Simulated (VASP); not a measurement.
Consider the following.

```
CELL_PARAMETERS angstrom
      0.00000     2.69502     2.69502
      2.69502     0.00000     2.69502
      2.69502     2.69502     0.00000
ATOMIC_POSITIONS crystal
  Ga 0.00000 0.00000 0.00000
  P  0.25000 0.25000 0.25000
```

All values below come from LDA (Ceperley-Alder, Perdew-Zunger), VASP's LDA PAW potentials (set 64) (plane waves; VASP). Settings: 400 eV cut-off, 8×8×8 Γ-centred mesh, Gaussian smearing of 0.050 eV, potentials Ga_d P.

### Question
What does the run give for the energy per atom (σ→0), band gap (on the k-mesh) with the smallest direct gap where there is one?

### Answer

The band gap (on the k-mesh) is 1.43 eV and the smallest direct gap (on the k-mesh) is 1.92 eV. The energy per atom (σ→0) is -5.225 eV/atom.

The compound is GaP in the zinc blende structure. It was relaxed first. The start is the result of an earlier pass.
